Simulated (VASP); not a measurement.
Data:

```xyz
4
Lattice="3.6852 0.0000 0.0000 -1.8426 3.1914 0.0000 0.0000 0.0000 6.3246" Properties=species:S:1:pos:R:3 pbc="T T T"
Pt     0.0000     2.1276     0.0283
Pt     1.8426     1.0638     3.1906
P      0.0000     2.1276     2.3434
P      1.8426     1.0638     5.5057
```

Method: PBEsol GGA, VASP's PBE PAW potentials (set 64) (plane waves; VASP). Numerical set-up: 400 eV cut-off, Gaussian smearing of 0.050 eV, potentials Pt P.

### Question
Give the energies of bands 5 to 18 at the high-symmetry points, in eV from the Fermi level.

### Answer

```tsv
band	Γ	M	K	A	L	H
5	-6.06	-5.75	-5.60	-5.93	-5.30	-5.88
6	-6.06	-5.55	-5.33	-5.93	-5.30	-5.88
7	-5.74	-4.87	-5.33	-5.93	-5.27	-4.86
8	-5.74	-4.74	-5.12	-5.93	-5.27	-4.86
9	-4.05	-4.29	-4.41	-3.72	-3.32	-4.18
10	-4.05	-3.38	-4.09	-3.72	-3.32	-4.18
11	-3.48	-3.37	-4.09	-3.72	-3.28	-3.32
12	-3.48	-3.11	-4.00	-3.72	-3.28	-3.32
13	-3.26	-2.63	-2.46	-0.25	-3.11	-2.12
14	1.93	-2.60	-1.13	-0.25	-3.11	-2.12
15	1.93	-1.66	-1.13	2.85	0.10	-1.30
16	3.20	-0.87	-0.19	2.85	0.10	-1.30
17	3.83	0.88	-0.19	2.85	0.59	0.68
18	4.32	1.96	-0.16	2.85	0.59	0.68
```

It has no gap at this level: it comes out as a metal or semimetal.

The structure was generated: PtP was put into the wurtzite type (P6_3mc), which need not be its known phase. It was relaxed first, which changed the volume by -16 %.
